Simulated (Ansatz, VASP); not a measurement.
# Two plane-wave programs on Al5Cl

```
Al Cl
1.0
     0.00000    3.87747    3.87747
     3.87747    0.00000    3.87747
     3.87747    3.87747    0.00000
Al Cl
5 1
Direct
  0.37510 0.37510 0.87470
  0.37510 0.87470 0.37510
  0.87470 0.37510 0.37510
  0.37510 0.37510 0.37510
  0.75000 0.75000 0.75000
  0.00000 0.00000 0.00000
```

Change from the starting cell: species swapped into the TmCu5 type (F-43m, No. 216).

Alike in both runs: functional PBE; k mesh 8 × 8 × 8; occupations gaussian, width 0.1 eV; no spin polarisation.

Ansatz relaxed the structure, and its values are those at the end. VASP's run is a single point on that final structure, the one shown.

|  | VASP | Ansatz |
| --- | --- | --- |
| version | VASP 6.6.1 | Ansatz 0.2.0 |
| potentials or method | VASP PAW PBE potentials, release 64 (Al, Cl) | scalar-relativistic, plane waves, PAW |
| plane-wave cutoff (eV) | 520 | 420 |
| valence electrons in the cell | 22 | 22 |

|  | VASP | Ansatz | Ansatz less VASP |
| --- | --- | --- | --- |
| gap on the k mesh at the Fermi level (eV) | none | none | - |
| pressure (GPa) | -0.1 | 0.0 | +0.03 |
| rms of the force components (eV/Å) | 0.004 | 0.004 | 0.0000 |

A gap of «none» marks a metal or a gap that the smearing closes.
